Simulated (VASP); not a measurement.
Input:

```
Cd
1.0
    1.49000    -2.58076     0.00000
    1.49000     2.58076     0.00000
    0.00000     0.00000     5.62000
Cd
2
Direct
  0.33333   0.66667   0.25000
  0.66667   0.33333   0.75000
```

The numbers are results of PBE GGA, VASP's PBE PAW potentials (set 64) (plane waves; VASP), not measurements. Numerical set-up: 480 eV cut-off, 13×13×6 Γ-centred mesh, first-order Methfessel-Paxton smearing of 0.10 eV, potentials Cd.

Energy and stress use the plane-wave basis of the starting cell.

Task: The ions, cell shape and volume are relaxed. What does this cell relax into?

Result: 
```
Cd
1.0
    1.52257    -2.63716     0.00000
    1.52257     2.63716     0.00000
    0.00000     0.00000     5.67198
Cd
2
Direct
  0.33333   0.66667   0.25000
  0.66667   0.33333   0.75000
```
Space group P6_3/mmc (194), at a tolerance of 0.03 Å.

Task: How do energy and volume change from the first to the last step?

Result: The energy (σ→0) changes by -11.0 meV/atom and the volume by +5.4 %, in 6 ionic steps.

```json
[
 {"step": "1", "E(σ→0) (eV)": "-1.4780", "max force (eV/Å)": "0.000", "pressure (GPa)": "2.96", "volume (Å³)": "43.22"},
 {"step": "2", "E(σ→0) (eV)": "-1.4997", "max force (eV/Å)": "0.000", "pressure (GPa)": "-0.16", "volume (Å³)": "45.76"},
 {"step": "3", "E(σ→0) (eV)": "-1.4997", "max force (eV/Å)": "0.000", "pressure (GPa)": "-0.06", "volume (Å³)": "45.63"},
 {"step": "4", "E(σ→0) (eV)": "-1.4997", "max force (eV/Å)": "0.000", "pressure (GPa)": "0.00", "volume (Å³)": "45.59"},
 {"step": "5", "E(σ→0) (eV)": "-1.4999", "max force (eV/Å)": "0.000", "pressure (GPa)": "0.11", "volume (Å³)": "45.56"},
 {"step": "6", "E(σ→0) (eV)": "-1.4999", "max force (eV/Å)": "0.000", "pressure (GPa)": "0.02", "volume (Å³)": "45.55"}
]
```

The compound is Cd in the hcp structure. This run relaxes it. Symmetry was kept, so distortions that lower it aren't found.
